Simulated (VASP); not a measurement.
Computed with PBEsol GGA, VASP's PBE PAW potentials (set 64) (plane waves; VASP 6.6.1).

A VASP calculation is set up with these files.

### KPOINTS
```
Automatic mesh
0
Gamma
2 2 2
0 0 0
```

POSCAR:
```
CsGeI3
1
    4.3533650000    -4.2241850000     0.0000000000
    4.3533650000     4.2241850000     0.0000000000
   -0.3242650000     0.0000000000     6.1194950000
Cs Ge I
1 1 3
Direct
  0.9109700000   0.9092650000   0.5899940000
  0.3713490000   0.3719520000   0.1335870000
  0.4124800000   0.4136100000   0.5786960000
  0.9192890000   0.4050850000   0.0937260000
  0.4099130000   0.9240890000   0.0919960000
```

**INCAR**
```
SYSTEM = CsGeI3
PREC = Accurate
ENCUT = 300
EDIFF = 1E-6
NELM = 100
ALGO = Normal
LREAL = .FALSE.
LASPH = .TRUE.
ISMEAR = 0
SIGMA = 0.01
GGA = PS
LMAXMIX = 4
LWAVE = .FALSE.
LCHARG = .FALSE.
ISIF = 2
```

POTCAR, in this order: Cs_sv Ge_d I (PBE.64 set). Program: vasp_std.

Problem. What will the output report for the number of irreducible k-points (NKPTS), largest plane-wave count, number of space-group operations, FFT grid (NGX, NGY, NGZ)?

Solution. 
The number of irreducible k-points (NKPTS) is 8 and the largest plane-wave count is 2668. The number of space-group operations is 1. The FFT grid (NGX, NGY, NGZ) comes out as 36 × 36 × 36.

The structure comes from a computed database's CsGeI3 entry; how it stands against other phases isn't given here. The cell was not relaxed at this level, atoms are displaced from their ideal sites. The k-mesh is coarse (spacing up to 0.52 per Å, 2π included), so the numbers may not be converged in it.
